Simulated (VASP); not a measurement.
```
CELL_PARAMETERS angstrom
      6.63215     0.00000     0.00000
      0.00000     6.63215     0.00000
      0.00000     0.00000     6.63215
ATOMIC_POSITIONS crystal
  K  0.00000 0.00000 0.00000
  K  0.50000 0.50000 0.00000
  K  0.50000 0.00000 0.50000
  K  0.00000 0.50000 0.50000
  Cl 0.50000 0.50000 0.50000
  Br 0.00000 0.00000 0.50000
  Br 0.00000 0.50000 0.00000
  Br 0.50000 0.00000 0.00000
```

The numbers are results of PBE GGA, VASP's PBE PAW potentials (set 64) (plane waves; VASP 6.6.1), not measurements. Settings: 400 eV cut-off, Gaussian smearing of 0.050 eV, potentials K_sv Cl Br.

### Question
Give the energies of bands 21 to 34 at the high-symmetry points, in eV from the valence-band maximum.

### Answer

```tsv
band	Γ	X	M	R
21	-0.74	-0.65	-0.85	-1.11
22	-0.74	-0.64	-0.84	-1.06
23	-0.74	-0.55	-0.82	-1.06
24	-0.31	-0.55	-0.82	-1.06
25	-0.31	-0.53	-0.43	-0.36
26	-0.31	-0.53	-0.35	-0.36
27	-0.24	-0.50	-0.35	-0.36
28	-0.24	-0.48	-0.35	-0.28
29	-0.24	-0.19	-0.33	-0.28
30	0.00	-0.19	-0.33	-0.28
31	0.00	-0.12	-0.27	-0.28
32	0.00	-0.12	-0.27	-0.28
33	4.46	5.83	6.79	6.63
34	6.04	5.92	6.79	6.70
```

The gap is direct, 4.46 eV, from the valence maximum at Γ to the conduction minimum at Γ.

The structure was generated: K4Br3Cl was put into an ordered model structure (Pm-3m), which need not be its known phase. It was relaxed first, which changed the volume by +5 %.
